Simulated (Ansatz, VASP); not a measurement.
# CdGe3 in VASP and in Ansatz

File INCAR:

```
  ALGO = Normal
  EDIFF = 1E-6
  ENCUT = 520
  GGA = PE
  ISIF = 2
  ISMEAR = 0
  LASPH = T
  LCHARG = F
  LREAL = F
  LWAVE = F
  NBANDS = 35
  NELM = 100
  PREC = Accurate
  SIGMA = 0.1
```

The input KPOINTS:

```
k-points
0
Gamma
  6 6 6
```

The input POSCAR:

```
CdGe3
1.0
   -2.0538403186      2.0538403186      4.5877991532
    2.0538403186     -2.0538403186      4.5877991532
    2.0538403186      2.0538403186     -4.5877991532
Cd Ge
1 3
Direct
    0.0000000000      0.0000000000      0.0000000000
    0.5000000000      0.5000000000      0.0000000000
    0.2500000000      0.7500000000      0.5000000000
    0.7500000000      0.2500000000      0.5000000000
```

Input for Ansatz:

```yaml
crystal:
  lattice:
    - [-2.0538403186, 2.0538403186, 4.5877991532]
    - [2.0538403186, -2.0538403186, 4.5877991532]
    - [2.0538403186, 2.0538403186, -4.5877991532]
  atoms:
    - { symbol: Cd, position: [0.0, 0.0, 0.0] }
    - { symbol: Ge, position: [0.5, 0.5, 0.0] }
    - { symbol: Ge, position: [0.25, 0.75, 0.5] }
    - { symbol: Ge, position: [0.75, 0.25, 0.5] }
basis:
  ecutwfc: 420
kpoints:
  mp_grid: { grid: [6, 6, 6] }
hamiltonian:
  xc: pbe
scf:
  occupations: { method: gaussian, width: 0.1 }
  lower_state_search: "off"
output:
  forces: true
  stress: true
  eigenvalues: true
```

Alike in both runs: task single point; functional PBE; k mesh 6 × 6 × 6; occupations gaussian, width 0.1 eV; no spin polarisation.

|  | VASP | Ansatz |
| --- | --- | --- |
| version | VASP 6.6.1 | Ansatz 0.2.0 |
| potentials or method | VASP PAW PBE potentials, release 64 (Cd, Ge_d) | scalar-relativistic, plane waves, PAW |
| plane-wave cutoff (eV) | 520 | 420 |
| valence electrons in the cell | 54 | 62 |

```csv
,VASP,Ansatz,Ansatz less VASP
gap on the k mesh at the Fermi level (eV),none,none,-
pressure (GPa),4.5,4.3,-0.17
largest component of the traceless stress (GPa),1.81,1.78,-0.032
```

A gap of «none» marks a metal or a gap that the smearing closes. The two sets of potentials don't hold the same shells in valence.

Caveats: the k mesh is coarse (spacing up to 0.36 Å⁻¹), so the values aren't converged.
